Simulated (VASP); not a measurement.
# CeO₂ (fluorite): computed properties

The numbers are results of r2SCAN meta-GGA, VASP's PBE PAW potentials (set 64) (plane waves; VASP), not measurements.

```json
{
  "space_group": "Fm-3m (225)",
  "cell": "a = 5.435 Å, b = 5.435 Å, c = 5.435 Å, α = 90.00°, β = 90.00°, γ = 90.00°",
  "volume_per_atom": "13.38 Å³/atom",
  "band gap (over mesh and band path)": "2.17 eV",
  "smallest direct gap (over mesh and band path)": "2.26 eV",
  "band_gap_with_spin_orbit_coupling": "2.08 eV",
  "density": "7.12 g/cm³"
}
```

```yaml
crystal:
  lattice:
    - [0.00000, 2.71741, 2.71741]
    - [2.71741, 0.00000, 2.71741]
    - [2.71741, 2.71741, 0.00000]
  atoms:
    - { symbol: Ce, position: [0.00000, 0.00000, 0.00000] }
    - { symbol: O, position: [0.25000, 0.25000, 0.25000] }
    - { symbol: O, position: [0.75000, 0.75000, 0.75000] }
```

Measured: a 5.391 Å at 0 K (computed value off by +0.8 %), as given by Stimac et al., (2024), arXiv:2411.06536 [extrapolated to 0 K].

The compound is CeO2 in the fluorite structure. It was relaxed first. Symmetry was kept, so distortions that lower it aren't found. The run is not spin-polarised, so no magnetic state was tried.
